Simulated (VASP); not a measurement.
Be3CdTe4:

```
CELL_PARAMETERS angstrom
-3.80444 3.80444 3.77722
3.80444 -3.80444 3.77722
3.80444 3.80444 -3.77722
ATOMIC_POSITIONS crystal
Be 0.76886 0.76886 0.00000
Be 0.23114 0.23114 0.00000
Be 0.50000 0.50000 0.00000
Cd 0.00000 0.00000 0.00000
Te 0.00000 0.30249 0.30249
Te 0.00000 0.69751 0.69751
Te 0.30249 0.00000 0.30249
Te 0.69751 0.00000 0.69751
```

The cell was built by a generator and needn't be a form met in nature.

```yaml
Program: VASP 6.6.1
Task: relaxation of cell and atoms
Functional: PBE
Potentials_or_basis: VASP PAW PBE potentials, release 64 (Be, Cd, Te)
Cutoff: 520 eV
k_mesh: 3 × 3 × 3
Occupations: gaussian, width 0.15 eV
Spin: no spin polarisation
```

At the start: pressure 28.0 GPa; volume 27.34 Å³/atom.

Q: Where does the relaxation end?

A: Over 10 steps the energy falls by 1240.1 meV/atom and the volume is 40.16 Å³/atom (+46.9 %); space group I4/mmm (No. 139, to 0.05 Å).

Step by step:
```tsv
step	energy change (eV)	largest force (eV/Å)	pressure (GPa)	volume (Å³)
1	0.0000	10.4243	27.95	218.68
2	-8.3712	2.8057	-1.80	407.01
3	-9.5507	0.9179	0.50	312.23
4	-9.5441	1.2441	-0.09	321.71
5	-9.5543	1.0845	0.18	316.79
6	-9.8644	0.4518	-0.13	320.93
7	-9.8995	0.3404	-0.08	322.80
8	-9.8995	0.3498	-0.11	322.70
9	-9.9185	0.1189	0.07	321.69
10	-9.9207	0.0688	0.15	321.26
```

Final structure:
```
Be Cd Te
1.0
    -4.20895    4.20895    4.53371
     4.20895   -4.20895    4.53371
     4.20895    4.20895   -4.53371
Be Cd Te
3 1 4
Direct
  0.73198 0.73198 0.00000
  0.26802 0.26802 0.00000
  0.50000 0.50000 0.00000
  0.00000 0.00000 0.00000
  0.00000 0.33872 0.33872
  0.00000 0.66128 0.66128
  0.33872 0.00000 0.33872
  0.66128 0.00000 0.66128
```

Caveat: the k mesh is coarse (spacing up to 0.39 Å⁻¹), so the values aren't converged; the volume moved by over 15 % at a fixed basis, so the end points are rough.
